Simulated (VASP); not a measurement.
All values below come from r2SCAN meta-GGA, VASP's PBE PAW potentials (set 64) (plane waves; VASP).

VASP ran on this input.

### INCAR
```
ALGO=Normal
EDIFF=1E-6
EDIFFG=-0.01
ENCUT=400
IBRION=2
ISIF=3
ISMEAR=1
LASPH=.True.
LCHARG=.False.
LMAXMIX=4
LMIXTAU=.True.
LREAL=.False.
LWAVE=.False.
METAGGA=R2SCAN
NELM=100
NSW=60
PREC=Accurate
SIGMA=0.1
SYSTEM=Ti
```

**KPOINTS**
```
Automatic mesh
0
Gamma
13 13 7
0 0 0
```

### POSCAR
```
Ti
1
    1.4673342512    -2.5414975327    -0.0000000000
    1.4673342512     2.5414975327     0.0000000000
    0.0000000000     0.0000000000     4.6312079152
Ti
2
Direct
  0.3333330000   0.6666670000   0.2500000000
  0.6666670000   0.3333330000   0.7500000000
```

POTCAR, in this order: Ti_sv (PBE.64 set). Program: vasp_std.

What VASP printed:

### OSZICAR
```
       N       E                     dE             d eps       ncg     rms          rms(c)
DAV:   1     0.222739603861E+03    0.22274E+03   -0.12206E+04  2688   0.165E+03
DAV:   2    -0.421221119351E+01   -0.22695E+03   -0.22575E+03  2768   0.472E+02
DAV:   3    -0.333275289012E+02   -0.29115E+02   -0.28937E+02  5312   0.136E+02
DAV:   4    -0.345158504335E+02   -0.11883E+01   -0.11883E+01  2736   0.295E+01
DAV:   5    -0.345796492338E+02   -0.63799E-01   -0.63798E-01  4464   0.482E+00    0.145E+01
DAV:   6    -0.270809439662E+02    0.74987E+01   -0.20961E+01  3360   0.608E+01    0.196E+00
DAV:   7    -0.246117140139E+02    0.24692E+01   -0.30092E+00  4400   0.141E+01    0.242E+00
DAV:   8    -0.254527532787E+02   -0.84104E+00   -0.62434E-01  3592   0.510E+00    0.189E+00
DAV:   9    -0.259457407774E+02   -0.49299E+00   -0.68542E-01  2688   0.107E+01    0.179E+00
DAV:  10    -0.258837824018E+02    0.61958E-01   -0.23120E-01  3120   0.549E+00    0.389E-01
DAV:  11    -0.258888474862E+02   -0.50651E-02   -0.12690E-02  3832   0.934E-01    0.273E-01
DAV:  12    -0.258764178952E+02    0.12430E-01   -0.15850E-02  3264   0.110E+00    0.930E-02
DAV:  13    -0.258825559016E+02   -0.61380E-02   -0.25562E-03  2936   0.523E-01    0.496E-02
DAV:  14    -0.258826796153E+02   -0.12371E-03   -0.40782E-04  3560   0.174E-01    0.193E-02
DAV:  15    -0.258832345730E+02   -0.55496E-03   -0.17603E-04  2832   0.137E-01    0.118E-02
DAV:  16    -0.258830975731E+02    0.13700E-03   -0.31145E-05  3024   0.572E-02    0.583E-03
DAV:  17    -0.258831219274E+02   -0.24354E-04   -0.55785E-06  2792   0.269E-02    0.185E-03
DAV:  18    -0.258831110850E+02    0.10842E-04   -0.60079E-07  1696   0.105E-02    0.142E-03
DAV:  19    -0.258831104467E+02    0.63833E-06   -0.22324E-07  1464   0.573E-03
   1 F= -.25883110E+02 E0= -.25883037E+02  d E =-.258831E+02
```

File OUTCAR:
```
------------------------ aborting loop because EDIFF is reached ----------------------------------------
  FORCE on cell =-STRESS in cart. coord.  units (eV):
  Direction    XX          YY          ZZ          XY          YZ          ZX
  --------------------------------------------------------------------------------------
  Total        0.0083348      0.0083348      0.0108403      0.0000000      0.0000000     -0.0000000
  in kB        0.3865997      0.3865998      0.5028145      0.0000000      0.0000000     -0.0000000
  external PRESSURE =       0.4253380 kB  Pullay stress =       0.0000000 kB
  volume of cell :       34.54
      direct lattice vectors                 reciprocal lattice vectors
     1.467334251 -2.541497533  0.000000000     0.340753989 -0.196734403  0.000000000
     1.467334251  2.541497533  0.000000000     0.340753989  0.196734403  0.000000000
     0.000000000  0.000000000  4.631207915     0.000000000  0.000000000  0.215926389
 POSITION                                       TOTAL-FORCE (eV/Angst)
 -----------------------------------------------------------------------------------
      1.46733      0.84717      1.15780         0.000000      0.000000      0.000000
      1.46733     -0.84717      3.47341         0.000000     -0.000000      0.000000
 -----------------------------------------------------------------------------------
    total drift:                                0.000184      0.001057     -0.000018
  FREE ENERGIE OF THE ION-ELECTRON SYSTEM (eV)
  ---------------------------------------------------
  free  energy   TOTEN  =       -25.8831104467 eV

  energy  without entropy=      -25.8828901287  energy(sigma->0) =      -25.88303701

 reached required accuracy - stopping structural energy minimisation
```
(Selected blocks of OUTCAR.)

The compound is Ti in the hcp structure. It was relaxed first. The start is the result of an earlier pass.
